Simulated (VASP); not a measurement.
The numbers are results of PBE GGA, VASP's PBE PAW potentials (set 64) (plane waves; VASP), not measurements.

Input for VASP

INCAR:
```
# general
SYSTEM  =CsBr
PREC    =Accurate
ENCUT   =400   # plane-wave cut-off (eV)
LREAL   =F   # projection in real space or not
LASPH   =T   # aspherical one-centre terms
KSPACING=0.2
KGAMMA  =T

# electronic loop
EDIFF   =1E-6   # SCF stop (eV)
NELM    =100
ALGO    =Normal
LMAXMIX =4   # l cut-off of mixed one-centre charges

# smearing
ISMEAR  =0   # Gaussian
SIGMA   =0.05   # width (eV)

# functional
GGA     =PE

# ions
ISIF    =2

# output
LWAVE   =F
LCHARG  =F
```

File POSCAR:
```
CsBr
1
    4.3758000000     0.0000000000     0.0000000000
    0.0000000000     4.3758000000     0.0000000000
    0.0000000000     0.0000000000     4.3758000000
Cs Br
1 1
Direct
  0.0000000000   0.0000000000   0.0000000000
  0.5000000000   0.5000000000   0.5000000000
```

POTCAR, in this order: Cs_sv Br (PBE.64 set). Program: vasp_std.

Gaps are read on the run's mesh, which can miss a band edge. Unless said otherwise, spin-orbit coupling is left out, though it shifts the bands of the heavy elements here.

**Question.** Predict the energy per atom (σ→0), band gap (on the k-mesh).

**Answer.** 
- energy per atom (σ→0): -3.012 eV/atom
- band gap (on the k-mesh): 4.28 eV

**OSZICAR**
```
...
DAV:   6    -0.606052798570E+01    0.24344E+00   -0.36757E-01   932   0.304E+00    0.111E+00
DAV:   7    -0.602006059707E+01    0.40467E-01   -0.18054E-01  1020   0.217E+00    0.596E-01
DAV:   8    -0.602294213258E+01   -0.28815E-02   -0.12428E-02   956   0.790E-01    0.951E-02
DAV:   9    -0.602338787090E+01   -0.44574E-03   -0.23719E-03  1028   0.296E-01    0.801E-02
DAV:  10    -0.602343855564E+01   -0.50685E-04   -0.16068E-04  1016   0.102E-01    0.118E-02
DAV:  11    -0.602344412376E+01   -0.55681E-05   -0.34899E-05  1000   0.358E-02    0.468E-03
DAV:  12    -0.602344403103E+01    0.92730E-07   -0.72171E-06  1008   0.166E-02
   1 F= -.60234440E+01 E0= -.60234440E+01  d E =-.932991E-13
```

The compound is CsBr in the CsCl type structure. The cell was not relaxed at this level. The run is one of a series of settings (KGAMMA = .TRUE., KSPACING = 0.2, KPOINTS file removed against the base run), some of them coarse on purpose.
